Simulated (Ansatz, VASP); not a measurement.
# WS2 (2H-WS2 bilayer, AA): VASP beside Ansatz

Aim: how closely do two programs agree when they are given the same cell, functional and k mesh? Of the first pair: The structure shown is the start of the Ansatz relaxation below; VASP solves that cell, so the two are compared at the walk's first step.

Program: Ansatz 0.2.0. Level of theory: plane waves, with VASP 6.6.1 beside it; single point at r2SCAN with D4. Results are calculated unless marked as measured.

### 1. Starting point

The cell holds 6 atoms: 4 S and 2 W. Cell: a = 3.180 Å, b = 3.180 Å, c = 43.702 Å, α = 90.0°, β = 90.0°, γ = 120.0°. Vacuum lies along c. The height across the vacuum is the one that the program set for its solve, not the one typed.

### 2. Ansatz: relaxation, r2SCAN with D4

Ansatz runs on its default PAW (the set named soft_2) files.

The two programs are compared at the cell with which this relaxation starts, whose forces are those of its first step.

Input file input.yaml:

```yaml
crystal:
  lattice:
    - [3.18, 0.0, 0.0]
    - [-1.59, 2.753960784, 0.0]
    - [0.0, 0.0, 27.9512404648]
  atoms:
    - { symbol: S, position: [0.3333333333, 0.6666666667, 0.3219892874] }
    - { symbol: W, position: [0.0, 0.0, 0.3841622031] }
    - { symbol: S, position: [0.3333333333, 0.6666666667, 0.4463351188] }
    - { symbol: S, position: [0.3333333333, 0.6666666667, 0.5536648812] }
    - { symbol: W, position: [0.0, 0.0, 0.6158377969] }
    - { symbol: S, position: [0.3333333333, 0.6666666667, 0.6780107126] }
  periodic: [true, true, false]
kpoints:
  mp_grid: { grid: [12, 12, 1] }
hamiltonian:
  xc: r2scan
  dispersion: d4
scf:
  occupations: { method: fermi_dirac, width: 0.05 }
  convergence: { dr2_threshold: 1.0e-09 }
relax:
  f_tol: 0.004
  max_steps: 90
  cell: {}
output:
  write_potential: true
  write_density: true
  volumetric_format: npy
```

Run with:

```sh
ansatz run input.yaml --threads 4 --pin off --max-ram 6144MiB --backend cpu --events-out ev --progress --plain --runs-dir out
```

Numbers of over 12 decimals in the logs are rounded to 6 here.

What it wrote:

```text
Warning: crystal.periodic: the lattice vector that does not repeat stood 0.000° off the slab's normal, 27.951 Å along it as the deck builds it. The run solves the slab on a vector along the normal, 43.702 Å long, with every atom where it was (on the deck's vector they left 18.00 Å outside them, and the widest stretch free of ions among them is 3.00 Å). A fractional position that the run reports is one of the run's ce [...]
Warning: relax.cell: scf.convergence.dr2_threshold = 1e-9 eV is looser than the 1.50734076403e-10 eV advised for a relaxation that steers and ends on the stress (1e-10 eV for each atom of the cell: 6, times the square of relax.cell.stress_2d_tol = 0.05 N/m over 20.0 Å (the atoms' height at the walk's start and 5 Å past either face), 2.506e-2 GPa, over a crystal's default 0.05). What an SCF threshold leaves in a stress goes as its square root, and in the free energy as the threshold itself, and one threshold admits the most on a small cell: [figures from the program's tests cut] Set scf.convergence.dr2_threshold to 1.50734076403e-10 eV or tighter. [rest of the remark cut]
crystal.periodic: the lattice vector that does not repeat stood 0.000° off the slab's normal, 27.951 Å along it as the deck builds it. The run solves the slab on a vector along the normal, 43.702 Å long, with every atom where it was (on the deck's vector they left 18.00 Å outside them, and the widest stretch free of ions among them is 3.00 Å). A fractional position that the run reports is one of the run's cell, which [...]
Engine: ansatz 0.2.0, aarch64-unknown-linux-gnu
Pseudopotentials: kind: paw
Pseudopotential: S, paw, valence charge 6, recommended cutoff 500 eV (meta_gga), S.paw.azcp
Pseudopotential: W, paw, valence charge 14, recommended cutoff 500 eV (meta_gga), W.paw.azcp
Functional definition: r2SCAN
  parameter k0 = 0.174
  parameter k1 = 0.065
  parameter a1 = 4.9479
  exchange = r2scan_x(k0 = k0, k1 = k1, a1 = a1)
  correlation = r2scan_c
Crystal: 6 atoms, lattice volume = 382.729 Å³
[...]
SCF iter   8: F=—  HF=-24423.967960 eV  |F-HF|=—  |Δ(HF+E_count)|=   2.16e-9  Δρ=5.79e-7  dr2=9.40e-9  dr2_τ=1.93e-10  ethr=1.43e-11  ⟨swp⟩=4.0  Hψ=1485  notcnv=0
SCF iter   9: F=—  HF=-24423.967960 eV  |F-HF|=—  |Δ(HF+E_count)|=  6.51e-10  Δρ=3.20e-7  dr2=2.93e-9  dr2_τ=1.08e-11  ethr=1.43e-11  ⟨swp⟩=1.6  Hψ=664  notcnv=0
SCF iter  10: F=-24423.967960 eV  HF=-24423.967960 eV  |F-HF|=1.06e-10  |Δ(HF+E_count)|=  1.02e-10  Δρ=3.06e-8  dr2=5.12e-12  dr2_τ=1.72e-12  ethr=1.92e-12  ⟨swp⟩=13.4  Hψ=5163  notcnv=0
SCF 6 converged in 10 iterations: F = -24423.967960 eV  dr2 = 5.12e-12
relax step   6: F+E_penalty+E_count = -24423.96796041 eV  Δ(F+E_penalty+E_count) = -5.034e-6 eV  max|allowed force component| = 1.318e-3 eV/Å  Δτ_max = 0.0021 Å  P = -0.004 N/m  Ω = 380.685 Å³  energy of the carried Pulay correction = +1.628e-4 eV  fix = [c, alpha, beta]  reactions: c -0.000 N/m  (10 SCF iters, accepted)
Initial wavefunctions: pseudopotential atomic-orbital guess (no wavefunctions were taken with the density)
iter 1 solved again at ethr=9.46e-8 eV; its pass at ethr=3.10e-3 eV (dr2=4.92e-5 eV) is discarded
SCF iter   1: F=—  HF=-24423.967692 eV  |F-HF|=—  |Δ(HF+E_count)|=         —  Δρ=6.30e-6  dr2=1.90e-8  dr2_τ=1.98e-7  ethr=9.46e-8  ⟨swp⟩=6.9  Hψ=8061  notcnv=0
preconditioner: auto → Resta (q_TF=auto, 1.958 Å⁻¹)  ε∞=2.7  [insulator: Δε(μ)=1.723 eV  Ē_g=8.851 eV  σ=0.050 eV  W_gap=1.00  n_scr=26 (ndim 8)  ℏωp=11.4 eV  f_vac=0.688  D(μ)=0.00/eV (n_scr^D=0)  ε∞_Penn≈2.7  vacuum switching on, ρ_ref=5.7e-3 e/Å³]
SCF iter   2: F=—  HF=-24423.967795 eV  |F-HF|=—  |Δ(HF+E_count)|=   1.04e-4  Δρ=3.19e-6  dr2=9.02e-9  dr2_τ=5.92e-9  ethr=3.66e-11  ⟨swp⟩=6.1  Hψ=2528  notcnv=0
SCF iter   3: F=—  HF=-24423.967795 eV  |F-HF|=—  |Δ(HF+E_count)|=   7.26e-9  Δρ=1.47e-6  dr2=3.54e-9  dr2_τ=1.76e-9  ethr=1.73e-11  ⟨swp⟩=3.2  Hψ=1194  notcnv=0
SCF iter   4: F=-24423.967795 eV  HF=-24423.967795 eV  |F-HF|=6.18e-11  |Δ(HF+E_count)|=   1.59e-9  Δρ=2.12e-7  dr2=1.75e-10  dr2_τ=3.87e-11  ethr=1.92e-12  ⟨swp⟩=14.3  Hψ=6386  notcnv=0
SCF 7 converged in 4 iterations: F = -24423.967795 eV  dr2 = 1.75e-10
relax step   7: F+E_penalty+E_count = -24423.96779525 eV  Δ(F+E_penalty+E_count) = +1.652e-4 eV  max|allowed force component| = 1.325e-3 eV/Å  Δτ_max = 0.0000 Å  P = -0.005 N/m  Ω = 380.685 Å³  fix = [c, alpha, beta]  reactions: c -0.000 N/m  stress off target by 5.43e-3 N/m on what of the cell is left free  SCF on the basis re-selected at this cell (its energy is not comparable with the rows above)  (4 SCF iters)
basis re-selected at this cell: Δ(F+E_penalty+E_count) = +1.652e-4 eV, ΔP = -0.002 N/m vs the last step (what re-selecting the basis moved, of the pressure what is left beyond the Pulay correction that the steps carried, after the strain that the cell walked since its last selection, with what the two solves' SCF thresholds leave and, on support functions, any second-order correction that the steps lacked; it is no m [...]
WARN: The output density's exchange-correlation potential varies sharply where the density is thin. Do not read a vacuum level from v_tot or v_xc, or from such a field of the output density. On a cell that repeats whose density bears no net charge and no dipole along the vacuum's axis use v_es (v_loc + v_h of the components); under efield.dipole_correction with no amplitude use v_es + v_field, which holds any externa [...]
SCF converged after 4 iterations
Free energy (F): -24423.967795 eV
Harris-Foulkes:  -24423.967795 eV  (|F-HF|=6.18e-11)
Internal energy: -24423.967795 eV  (E = F + TS)
E sigma→0 (E₀):  -24423.967795 eV
Fermi energy:    -4.853016 eV
--- Per-component energies (eV) ---
  E_band       = -1289.037190
  E_kinetic    = 1333.601710
  E_local      = -193633.006273  (includes V_loc(G=0)·N_el)
  E_nonlocal   = 115.488387
  E_hartree    = 96018.731379
  E_xc         = -866.613623
  E_vxc        = -900.254935  (∫ρ·V_xc dr)
  E_paw        = -19624.420070  (= ΣΔE_a)
  E_vpaw       = -287.198872  (= ΣTr[D̂ρ^β])
  E_aug_tail   = -0.000095  (compensation charges beyond the density's cutoff)
  E_vtau       = 44.867103  (kinetic-family band-sum trace: ∫τ·v_τ [+ j·A + Jᵃ·Aᵃ] dr)
  E_ewald      = 92234.603021
  E_disp       = -0.737267  (pairwise vdW)
  E_core_change = -1.614965  (= ΣΔE_core)
  E_smearing   = -0.000000  (= −TS)
  E_closure    = 0.000000  (closes the sum)
  Σ components = -24423.967795   (vs F -24423.967795, Δ=0.00e0)
--- Forces (eV/Å), atoms counted from 1 ---
  atom   1  S      0.00000000     0.00000000     0.00132468
  atom   2  W      0.00000000    -0.00000000    -0.00058846
  atom   3  S     -0.00000000    -0.00000000    -0.00005880
  atom   4  S     -0.00000000    -0.00000000     0.00005880
  atom   5  W      0.00000000    -0.00000000     0.00058846
  atom   6  S      0.00000000     0.00000000    -0.00132468
  max |Σ_I F_I| component: 6.03e-17 eV/Å
--- 2D stress c σ (N/m, compression-positive) ---
       -0.005425       0.000000       0.000000
        0.000000      -0.005425      -0.000000
        0.000000      -0.000000      -0.000000
  P = ½ c Tr σ = -0.0054 N/m
--- Band table (eV; the first three rows and the last of 19) ---
  k-point 0: bands = ["-81.7874", "-81.7874", "-45.4310", "-45.4310", "-45.2635", "-45.2635", "-45.2635", "-45.2635", "-21.4659", "-21.4370", "-19.7296", "-19.6702", "-12.6834", "-12.4732", "-8.9702", "-8.9702", "-8.9670", "-8.9670", "-8.4618", "-7.8772", "-7.6768", "-7.6768", "-7.6701", "-7.6701", "-6.1020", "-5.6928", "-2.8209", "-2.8209", "-2.7985", "-2.7985", "-2.6722", "-2.6722"]
  k-point 1: bands = ["-81.7861", "-81.7861", "-45.4263", "-45.4263", "-45.2889", "-45.2889", "-45.2694", "-45.2694", "-21.3452", "-21.3161", "-19.6859", "-19.6280", "-12.5413", "-12.3300", "-9.2740", "-9.2694", "-8.8535", "-8.8499", "-8.7861", "-8.4455", "-7.8638", "-7.8567", "-7.5560", "-7.3178", "-6.1440", "-5.7911", "-2.9960", "-2.9005", "-2.8979", "-2.8216", "-2.7835", "-2.7501"]
  k-point 2: bands = ["-81.7825", "-81.7825", "-45.4135", "-45.4135", "-45.3578", "-45.3578", "-45.2853", "-45.2853", "-21.0016", "-20.9721", "-19.5618", "-19.5081", "-12.1586", "-11.9473", "-9.9819", "-9.9701", "-9.3930", "-9.1824", "-8.5324", "-8.5271", "-8.3015", "-8.2939", "-7.5805", "-7.2583", "-6.3707", "-6.1577", "-3.4712", "-3.1991", "-3.0177", "-2.9845", "-2.8836", "-2.7494"]
  k-point 18: bands = ["-81.7652", "-81.7652", "-45.5392", "-45.5392", "-45.5026", "-45.5026", "-45.3517", "-45.3516", "-18.9037", "-18.8753", "-18.7868", "-18.7572", "-11.9787", "-11.9586", "-11.5561", "-11.5257", "-10.6421", "-10.6100", "-10.1206", "-9.9191", "-9.3767", "-9.3128", "-8.5757", "-8.2858", "-5.9501", "-5.9179", "-3.9693", "-3.9689", "-2.4704", "-2.2054", "-1.7037", "-1.4701"]
  the weakly bound empty levels are not read free of the cell's end (no_gap_told)
--- Relaxed structure (6 steps of the walk, 6 accepted, 1 SCFs on fresh bases) ---
  F+E_penalty+E_count = -24423.96779525 eV   max|allowed force component| = 1.325e-3 eV/Å   (the final SCF, on the basis selected at the relaxed cell)
  cell:  # Å, volume = 380.6848 Å³
    - [3.171498, -4.719775287217863e-19, 0]
    - [-1.585749, 2.746597, 0]
    - [0, 0, 43.702481]
  atoms:
    - { symbol: S, position: [0.333333, 0.666667, 0.205589] }
    - { symbol: W, position: [-2.3555532538642805e-17, 1.644774850949476e-17, 0.241314] }
    - { symbol: S, position: [0.333333, 0.666667, 0.277027] }
    - { symbol: S, position: [0.333333, 0.666667, 0.362553] }
    - { symbol: W, position: [-2.5787712999534947e-17, 1.6447748509494762e-17, 0.398267] }
    - { symbol: S, position: [0.333333, 0.666667, 0.433991] }
```

In the SCF lines HF is the Harris–Foulkes energy and dr2 the Hartree energy of the density residual, in eV; the loop may stop once dr2 is under the threshold and the program's other checks hold. Hψ counts applications of the Hamiltonian.

### 3. VASP: single point, r2SCAN with D4, start cell, pair 1

The same cell, functional, mesh and smearing now go to VASP, with its own data sets.

Lines of VASP's logs that name or quote its potential files are left out, and so is its time.

Input file INCAR:

```
SYSTEM = WS2
PREC = Accurate
ENCUT = 580
EDIFF = 1E-06
NELM = 300
ISMEAR = -1
SIGMA = 0.05
LREAL = .FALSE.
ALGO = Normal
METAGGA = R2SCAN
IVDW = 13
VDW_S6 = 1
VDW_S8 = 0.6018749
VDW_A1 = 0.51559235
VDW_A2 = 5.77342911
LASPH = .TRUE.
NBANDS = 24
LORBIT = 11
LWAVE = .FALSE.
LCHARG = .FALSE.
ISIF = 2
LDIPOL = .TRUE.
IDIPOL = 3
DIPOL = 0.5 0.5 0.32
LVHAR = .TRUE.
GGA_COMPAT = .FALSE.
EFERMI = MIDGAP
NELMDL = -8
LMIXTAU = .TRUE.
KPAR = 2
AMIX = 0.1
BMIX = 1E-04
```

Input file POSCAR:

```
WS2
1.0
    3.1800000000      0.0000000000      0.0000000000
   -1.5900000000      2.7539610000      0.0000000000
    0.0000000000      0.0000000000     43.7024810000
S W
4 2
Direct
    0.3333333333      0.6666666667      0.2059379649
    0.3333333333      0.6666666667      0.2854670882
    0.3333333333      0.6666666667      0.3541130766
    0.3333333333      0.6666666667      0.4336421999
    0.0000000000      0.0000000000      0.2457025266
    0.0000000000      0.0000000000      0.3938776382
```

Input file KPOINTS:

```
Automatic mesh
0
Gamma
12 12 1
0 0 0
```

The projector-augmented-wave data sets are S and W (PBE family, release 64).

Run with:

```sh
mpirun -np 2 vasp_std
```

What it wrote:

```text
[banner, memory and clock lines left out]
running    2 mpi-ranks, on    1 nodes
 distrk:  each k-point on    1 cores,    2 groups
 distr:  one band on    1 cores,    1 groups

 POSCAR found type information on POSCAR S W
 POSCAR found :  2 types and       6 ions
|                                                                             |
|               ----> ADVICE to this user running VASP <----                  |
|                                                                             |
|     You enforced a specific xc type in the INCAR file but a different       |
|     [... a line on the potential file left out ...]
|     I HOPE YOU KNOW WHAT YOU ARE DOING!                                     |
|                                                                             |

 LDA part: xc-table for (None), standard interpolation
 POSCAR, INCAR and KPOINTS ok, starting setup
 FFT: planning ... GRIDC
 FFT: planning ... GRID_SOFT
 FFT: planning ... GRID
 WAVECAR not read
 entering main loop
       N       E                     dE             d eps       ncg     rms          rms(c)
DAV:   1     0.199937793676E+03    0.19994E+03   -0.13159E+04   912   0.122E+03
DAV:   2    -0.103039899337E+03   -0.30298E+03   -0.29312E+03  1424   0.228E+02
DAV:   3    -0.145267092862E+03   -0.42227E+02   -0.41951E+02  1160   0.975E+01
DAV:   4    -0.146435679618E+03   -0.11686E+01   -0.11619E+01  1240   0.196E+01
DAV:   5    -0.146478303918E+03   -0.42624E-01   -0.42581E-01  1320   0.347E+00
DAV:   6    -0.146479558922E+03   -0.12550E-02   -0.12542E-02  1256   0.624E-01
DAV:   7    -0.146479619179E+03   -0.60257E-04   -0.60240E-04  1376   0.122E-01
DAV:   8    -0.146479621190E+03   -0.20113E-05   -0.20112E-05  1160   0.170E-02    0.292E+01
DAV:   9    -0.139650547785E+03    0.68291E+01   -0.31558E+00  1280   0.958E+00    0.248E+01
DAV:  10    -0.139024169151E+03    0.62638E+00   -0.42085E+00  1272   0.111E+01    0.164E+01
DAV:  11    -0.135976336063E+03    0.30478E+01   -0.30554E+00  1072   0.910E+00    0.384E+00
DAV:  12    -0.138561739019E+03   -0.25854E+01   -0.58549E-01  1248   0.491E+00    0.273E+00
DAV:  13    -0.138946082233E+03   -0.38434E+00   -0.14799E-01  1120   0.285E+00    0.153E+00
DAV:  14    -0.138898014944E+03    0.48067E-01   -0.15272E-01  1064   0.263E+00    0.877E-01
[...]
DAV:  19    -0.138909122541E+03    0.22999E-03   -0.58149E-04  1328   0.150E-01    0.228E-01
DAV:  20    -0.138908857189E+03    0.26535E-03   -0.14287E-03  1024   0.301E-01    0.110E-01
DAV:  21    -0.138909068542E+03   -0.21135E-03   -0.79955E-04  1176   0.215E-01    0.714E-02
DAV:  22    -0.138909307930E+03   -0.23939E-03   -0.16435E-04  1072   0.103E-01    0.378E-02
DAV:  23    -0.138909316736E+03   -0.88064E-05   -0.19762E-05  1312   0.329E-02    0.212E-02
DAV:  24    -0.138909311300E+03    0.54363E-05   -0.68353E-06  1088   0.190E-02    0.169E-02
DAV:  25    -0.138909309774E+03    0.15263E-05   -0.99568E-06  1256   0.212E-02    0.656E-03
DAV:  26    -0.138909309475E+03    0.29876E-06   -0.75802E-07   696   0.594E-03
   1 F= -.13965734E+03 E0= -.13965734E+03  d E =-.278243E-06
```

From OUTCAR (step 3):

```text
ion  position               nearest neighbor table
   1  0.333  0.667  0.206-   5 2.53   5 2.53   5 2.53
   2  0.333  0.667  0.285-   5 2.53   5 2.53   5 2.53
   3  0.333  0.667  0.354-   6 2.53   6 2.53   6 2.53
   4  0.333  0.667  0.434-   6 2.53   6 2.53   6 2.53
   5  0.000  0.000  0.246-   2 2.53   2 2.53   1 2.53   1 2.53   2 2.53   1 2.53
   6  0.000  0.000  0.394-   3 2.53   3 2.53   4 2.53   4 2.53   3 2.53   4 2.53

  LATTYP: Found a hexagonal cell.
 ALAT       =     3.1800000000
 C/A-ratio  =    13.7429185535

 Subroutine GETGRP returns: Found 12 space group operations
 (whereof  6 operations were pure point group operations)

The static configuration has the point symmetry C_3v.
 The point group associated with its full space group is D_3h.

 Found     19 irreducible k-points:

   k-points           NKPTS =     19   k-points in BZ     NKDIM =     19   number of bands    NBANDS=     24

   dimension x,y,z NGX =    28 NGY =   28 NGZ =  350
   dimension x,y,z NGXF=    56 NGYF=   56 NGZF=  700

   ENCUT  =  580.0 eV  42.63 Ry    6.53 a.u.   6.24  6.24 85.82*2*pi/ulx,y,z

   NELECT =      36.0000    total number of electrons

 k-points in reciprocal lattice and weights: Automatic mesh
   0.00000000  0.00000000  0.00000000       0.007
   0.08333333  0.00000000  0.00000000       0.042
   0.16666667 -0.00000000  0.00000000       0.042
   0.25000000  0.00000000  0.00000000       0.042
   0.33333333  0.00000000  0.00000000       0.042
   0.41666667 -0.00000000  0.00000000       0.042
   0.50000000  0.00000000  0.00000000       0.021
   0.08333333  0.08333333  0.00000000       0.042
   0.16666667  0.08333333  0.00000000       0.083
[...]
0.33333333  0.25000000  0.00000000       0.083
   0.33333333  0.33333333  0.00000000       0.014

 dipolmoment           0.000000      0.000000     -0.000000 electrons x Angstroem

 average (electrostatic) potential at core
       1 -96.9387       2 -96.9371       3 -96.9372       4 -96.9387       5 -54.2534
       6 -54.2534

 E-fermi :  -1.9399

 k-point     1 :       0.0000    0.0000    0.0000
  band No.  band energies     occupation
    ...
     14      -3.6276      2.00000
     15      -3.5796      2.00000
     16      -3.5796      2.00000
     17      -3.5003      2.00000
     18      -2.6708      2.00000
     19      -0.0567      0.00000
     20      -0.0567      0.00000
     21       0.1096      0.00000
     22       0.1096      0.00000
     23       0.2795      0.00000
    ...

 k-point     2 :       0.0833    0.0000    0.0000
  band No.  band energies     occupation
    ...
     14      -3.8104      2.00000
     15      -3.7616      2.00000
     16      -3.6423      2.00000
     17      -3.4619      2.00000
     18      -2.7146      2.00000
     19      -0.3770      0.00000
     20      -0.1312      0.00000
     21      -0.1297      0.00000
     22       0.0306      0.00000
     23       0.1596      0.00000
    ...

 k-point     3 :       0.1667   -0.0000    0.0000
  band No.  band energies     occupation
    ...
     14      -4.2263      2.00000
     15      -4.1847      2.00000
     16      -3.8882      2.00000
     17      -3.5141      2.00000
     18      -2.9802      2.00000
     19      -0.9027      0.00000
     20      -0.4865      0.00000
     21      -0.2829      0.00000
     22      -0.1349      0.00000
     23       0.1000      0.00000
    ...

  DFT-D4 for vdW energy calculation

  Edisp (eV):   -0.74803

  Total      -7.07792    -7.07792   -18.93078     0.00000     0.00000     0.00000
  in kB     -29.62956   -29.62956   -79.24797     0.00000     0.00000     0.00000
  external pressure =      -46.17 kB  Pullay stress =        0.00 kB

  energy-cutoff  :      580.00
  volume of cell :      382.73
      direct lattice vectors                 reciprocal lattice vectors
     3.180000000  0.000000000  0.000000000     0.314465409  0.181556674  0.000000000
    -1.590000000  2.753961000  0.000000000     0.000000000  0.363113348  0.000000000
     0.000000000  0.000000000 43.702481000     0.000000000  0.000000000  0.022881996

 POSITION                                       TOTAL-FORCE (eV/Angst)
 -----------------------------------------------------------------------------------
     -0.00000      1.83597      9.00000        -0.000000     -0.000000      3.051896
     -0.00000      1.83597     12.47562        -0.000000      0.000000     -3.558935
     -0.00000      1.83597     15.47562        -0.000000      0.000000      3.558935
     -0.00000      1.83597     18.95124        -0.000000     -0.000000     -3.051896
      0.00000      0.00000     10.73781         0.000000      0.000000     -0.118087
      0.00000      0.00000     17.21343         0.000000      0.000000      0.118087
 -----------------------------------------------------------------------------------
    total drift:                                0.000000     -0.000001     -0.000075

  FREE ENERGIE OF THE ION-ELECTRON SYSTEM (eV)
  ---------------------------------------------------
  free  energy   TOTEN  =      -139.6573412783 eV

  energy  without entropy=     -139.6573410000  energy(sigma->0) =     -139.65734114

 vacuum level on the upper side and lower side of the slab         3.180         3.180

 total charge
# of ion       s       p       d       tot
------------------------------------------
    1        1.356   2.307   0.000   3.663
    2        1.363   2.308   0.000   3.672
    3        1.363   2.308   0.000   3.672
    4        1.356   2.307   0.000   3.663
    5        0.483   0.593   3.978   5.055
    6        0.483   0.593   3.978   5.055
--------------------------------------------------
tot          6.405  10.417   7.957  24.779

[... 3 further parts left out ...]
```

(Continued in part 2 of 2.)

[Lines on the potential files, build, host, timing and source positions are cut from VASP's logs without a mark.]

[Logs are printed without paths, hosts, clocks, repeated set-up lines and the standing remarks that a program may print on its own settings, such as how far it seeks lower states.]

[Hosts, paths, dates, database ids (printed as entryN), source tags and the programs' standing remarks are cut or masked in the printed files.]
